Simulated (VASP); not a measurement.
Input for VASP

### KPOINTS
```
Automatic mesh
0
Gamma
10 10 5
0 0 0
```

INCAR:
```
SYSTEM = Te
PREC = Accurate
ENCUT = 500
EDIFF = 1E-6
NELM = 100
ALGO = Normal
LREAL = .FALSE.
LASPH = .TRUE.
ISMEAR = 1
SIGMA = 0.1
GGA = PE
LMAXMIX = 4
LWAVE = .FALSE.
LCHARG = .FALSE.
IBRION = 2
ISIF = 3
NSW = 40
EDIFFG = -0.02
PSTRESS = 300
```

POSCAR:
```
Te
1.0
  1.7008016046  -2.9439841078  -0.0011097948
  1.7008016046   2.9439841078   0.0011097948
  0.0000000000   0.0023763926   6.6235250590
Te
3
Cartesian
  0.5667795362   0.9826449953   4.4160532050
  2.2680441378  -0.0000000000  -0.0000000000
  0.5667795362  -0.9802686027   2.2074718540
```

POTCAR, in this order: Te (PBE.64 set). Program: vasp_std.

Question: Write an equivalent input for Quantum ESPRESSO's pw.x.

Answer: One equivalent input (not run):
```
&CONTROL
  calculation = 'vc-relax'
  pseudo_dir = './pseudo'
  outdir = './out'
  tprnfor = .true.
  tstress = .true.
  nstep = 40
  forc_conv_thr = 0.00078
/
&SYSTEM
  ibrav = 0
  nat = 3
  ntyp = 1
  ecutwfc = 82.3
  occupations = 'smearing'
  smearing = 'methfessel-paxton'
  degauss = 0.00735
  input_dft = 'pbe'
/
&ELECTRONS
  conv_thr = 7.3e-08
  electron_maxstep = 100
/
&IONS
/
&CELL
  press = 300
/
ATOMIC_SPECIES
  Te 127.600 Te.upf
CELL_PARAMETERS angstrom
     1.7008016   -2.9439841   -0.0011098
     1.7008016    2.9439841    0.0011098
     0.0000000    0.0023764    6.6235251
ATOMIC_POSITIONS crystal
  Te   0.0000000  0.3332426  0.6666667
  Te   0.6667574  0.6667574  0.0000000
  Te   0.3332426  0.0000000  0.3333333
K_POINTS automatic
  10 10 5 0 0 0
```
The two are equivalent in intent, not identical: the potentials are each code's own (VASP's PAW set, PseudoDojo norm-conserving files in pw.x), so ENCUT and ecutwfc are chosen apart and not converted; conv_thr bounds pw.x's estimated SCF error, while EDIFF bounds the energy change between steps; forc_conv_thr acts on force components and is met together with etot_conv_thr.

The compound is Te in the trig structure. It was relaxed first under an external pressure of 30 GPa.
